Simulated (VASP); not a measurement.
These are PBEsol GGA, VASP's PBE PAW potentials (set 64) (plane waves; VASP) values and carry that method's errors.

A VASP calculation is set up with these files.

File POSCAR:
```
Ca
1
   -0.0000000000     2.7281564496     2.7281564496
    2.7281564496    -0.0000000000     2.7281564496
    2.7281564496     2.7281564496    -0.0000000000
Ca
1
Direct
  0.0000000000   0.0000000000   0.0000000000
```

KPOINTS:
```
Automatic
0
gamma
13 13 13
0 0 0
```

**INCAR**
```
ALGO  =  Fast   # Davidson, then RMM-DIIS
NELM  =  100   # most electronic steps
ISMEAR  =  1
LREAL  =  F
IBRION  =  2   # conjugate gradients
ENCUT  =  400   # plane-wave cut-off (eV)
PREC  =  Normal
EDIFF  =  1E-5
EDIFFG  =  -0.03   # ionic stop
LCHARG  =  F
NSW  =  20
ISIF  =  2
GGA  =  PS   # PBEsol
LWAVE  =  F
SYSTEM  =  Ca
SIGMA  =  0.1   # width (eV)
NELMIN  =  4
LASPH  =  T   # aspherical one-centre terms
```

POTCAR, in this order: Ca_sv (PBE.64 set). Program: vasp_std.

The run wrote:

File OSZICAR:
```
       N       E                     dE             d eps       ncg     rms          rms(c)
DAV:   1     0.529427251283E+02    0.52943E+02   -0.45085E+03  1512   0.832E+02
DAV:   2    -0.112899967060E+01   -0.54072E+02   -0.53716E+02  1576   0.209E+02
DAV:   3    -0.211707662238E+01   -0.98808E+00   -0.97759E+00  2333   0.299E+01
DAV:   4    -0.214347463325E+01   -0.26398E-01   -0.26373E-01  2244   0.387E+00
DAV:   5    -0.214406147618E+01   -0.58684E-03   -0.58611E-03  2486   0.331E-01    0.226E+00
RMM:   6    -0.213655836483E+01    0.75031E-02   -0.61355E-03  1514   0.116E+00    0.139E+00
RMM:   7    -0.213251103911E+01    0.40473E-02   -0.18239E-02  1513   0.215E+00    0.105E-01
RMM:   8    -0.213258800921E+01   -0.76970E-04   -0.48211E-03  1672   0.765E-01    0.343E-02
RMM:   9    -0.213269082988E+01   -0.10282E-03   -0.14453E-03  1780   0.343E-01    0.366E-02
RMM:  10    -0.213273468048E+01   -0.43851E-04   -0.22123E-04  1659   0.177E-01    0.970E-02
RMM:  11    -0.213272311570E+01    0.11565E-04   -0.23885E-04  1773   0.167E-01    0.211E-02
RMM:  12    -0.213272917933E+01   -0.60636E-05   -0.70428E-05  1272   0.651E-02
   1 F= -.21327292E+01 E0= -.21325029E+01  d E =-.213273E+01
```

### OUTCAR
```
------------------------ aborting loop because EDIFF is reached ----------------------------------------
  FORCE on cell =-STRESS in cart. coord.  units (eV):
  Direction    XX          YY          ZZ          XY          YZ          ZX
  --------------------------------------------------------------------------------------
  Total       -0.0121942     -0.0121942     -0.0121942     -0.0000000     -0.0000000      0.0000000
  in kB       -0.4810883     -0.4810883     -0.4810883     -0.0000000     -0.0000000      0.0000000
  external PRESSURE =      -0.4810883 kB  Pullay stress =       0.0000000 kB
  volume of cell :       40.61
      direct lattice vectors                 reciprocal lattice vectors
     0.000000000  2.728156450  2.728156450    -0.183273947  0.183273947  0.183273947
     2.728156450  0.000000000  2.728156450     0.183273947 -0.183273947  0.183273947
     2.728156450  2.728156450  0.000000000     0.183273947  0.183273947 -0.183273947
 POSITION                                       TOTAL-FORCE (eV/Angst)
 -----------------------------------------------------------------------------------
      0.00000      0.00000      0.00000         0.000000      0.000000     -0.000000
 -----------------------------------------------------------------------------------
    total drift:                                0.000000      0.000000      0.000000
  FREE ENERGIE OF THE ION-ELECTRON SYSTEM (eV)
  ---------------------------------------------------
  free  energy   TOTEN  =        -2.1327291793 eV

  energy  without entropy=       -2.1320502397  energy(sigma->0) =       -2.13250287

 reached required accuracy - stopping structural energy minimisation
```
(Selected blocks of OUTCAR.)

The compound is Ca in the fcc structure. It was relaxed first, which changed the volume by -7 %.
